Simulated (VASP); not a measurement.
```
AlP
1.0
    0.00000     2.72505     2.72505
    2.72505     0.00000     2.72505
    2.72505     2.72505     0.00000
Al P
1 1
Direct
  0.00000   0.00000   0.00000
  0.25000   0.25000   0.25000
```

All values below come from PBE GGA with D3 dispersion (Becke-Johnson damping), VASP's PBE PAW potentials (set 64) (plane waves; VASP). Run with 520 eV cut-off, Gaussian smearing of 0.050 eV, potentials Al P.

### Question
Give the energies of bands 2 to 7 at the high-symmetry points, in eV from the valence-band maximum.

### Answer

```csv
band,Γ,X,U,L,W
2,0.00,-5.33,-5.04,-5.55,-4.93
3,0.00,-2.11,-3.44,-0.77,-3.19
4,0.00,-2.11,-1.74,-0.77,-2.83
5,3.35,1.57,2.43,2.84,4.33
6,4.57,2.47,5.13,4.82,5.97
7,4.57,11.12,8.49,4.82,6.15
```

The gap is indirect, 1.57 eV, from the valence maximum at Γ to the conduction minimum at X.

Measured: gap 2.54 eV (computed value off by -0.97 eV), as given by Wei Chen et al., Physical Review Materials (2018), doi:10.1103/physrevmaterials.2.073803 [zero-point renormalisation of 0.02 eV added back (the table's ZPR column)].

The compound is AlP in the zinc blende structure. It was relaxed first.
